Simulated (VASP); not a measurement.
**TiB2: stress against strain**

TiB2 (AlB2 type, P6/mmm, 8.561 Å³/atom and stress up to 0.29 GPa in the relaxed cell, c along z) under an equal strain ε along x and y, with z held. PBE in VASP (plane waves, PAW), 600 eV, 18×18×14 Γ-centred mesh, Methfessel-Paxton smearing 0.10 eV; ions are relaxed, or left where forces stay under 0.02 eV/Å, within the symmetry of each cell. Stress is positive for a compressed cell.

Here s stands for strain and y for stress xx.

| strain (%) | stress xx (GPa) |
|---|---|
| -3.00 | ? |
| -1.50 | 11.80 |
| -1.00 | 7.77 |
| -0.50 | 3.92 |
| 0.00 | 0.24 |
| 0.50 | -3.28 |
| 1.00 | -6.65 |
| 1.50 | -9.86 |

Taking a straight line for y over the 7 complete rows: Means: s 0, y 0.563. About the means, the sum of products is -50.510 and the sum of squares of s is 7.0000; the slope is their ratio. Least squares gives y = 0.563 - 7.2157·s. Residuals (row less fit): 0.413, -0.009, -0.251, -0.323, -0.235, 0.003, 0.401; standard error 0.333 (degrees of freedom: 5). The slope gives the elastic constants C11 + C12 = about 720 GPa.

Q: Predict the withheld y at s = -3.00 from the fit, and compare with the calculation.

A: y = 0.563 - 7.2157 × (-3.0) = 22.210 GPa. The calculation gives 24.98 GPa, 2.770 GPa above the prediction (8.0 % of the range of y in the table). The row lies outside the fitted rows, so this is an extrapolation. From the scatter of the fitted rows alone, a prediction at this place has a standard error of 0.519 GPa, so the miss is 5.3 times that.

A polynomial of degree 2 through the 12 other runs of the series gives 24.85 there, so most of the miss is curvature that the fit leaves out. In a metal these values are sensitive to mesh and smearing; energies are taken to zero smearing, stresses follow the free energy. The runs aren't spin-polarised. Rows are the converged runs of the series near zero and its far end, less any whose ions stayed unrelaxed beside relaxed ones; series whose fitted rows scatter by over a few per cent of the range, as at a crossing or softening among them, aren't shown in this form. Most that stay on the fit to the last digits aren't either.
